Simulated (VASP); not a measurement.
```xyz
2
Lattice="0.0000 2.8984 2.8984 2.8984 0.0000 2.8984 2.8984 2.8984 0.0000" Properties=species:S:1:pos:R:3 pbc="T T T"
Eu     0.0000     0.0000     0.0000
S      2.8984     2.8984     2.8984
```

Level of theory: AM05 GGA, VASP's PBE PAW potentials (set 64) (plane waves; VASP 6.6.1). Run with 520 eV cut-off, 9×9×9 Γ-centred mesh, tetrahedra with Blöchl corrections, potentials Eu_2 S.

The 4f electrons are frozen in the core of the lanthanide potential, so 4f levels, which can set the real gap, and their magnetism are missing.

Tabulate the total density of states (states/eV per cell) against energy (eV; zero at the valence-band maximum or, without a gap, the Fermi level).

```tsv
E (eV)	DOS (states/eV)
-9.98	0.39
-9.38	0.00
-8.66	0.00
-8.06	0.00
-7.46	0.00
-6.86	0.00
-6.14	0.00
-5.54	0.00
-4.94	0.00
-4.22	0.00
-3.62	0.00
-3.02	0.00
-2.30	1.85
-1.70	1.19
-1.10	4.94
-0.50	1.68
0.22	0.00
0.82	0.00
1.42	0.00
2.14	0.13
2.74	0.36
3.34	0.59
3.94	1.10
4.66	1.27
5.26	0.96
```
Within 2 eV below the valence-band maximum the largest weight inside VASP's projection spheres is S p, then Eu p.

The compound is EuS in the rock salt structure. It was relaxed first, which changed the volume by -8 %.
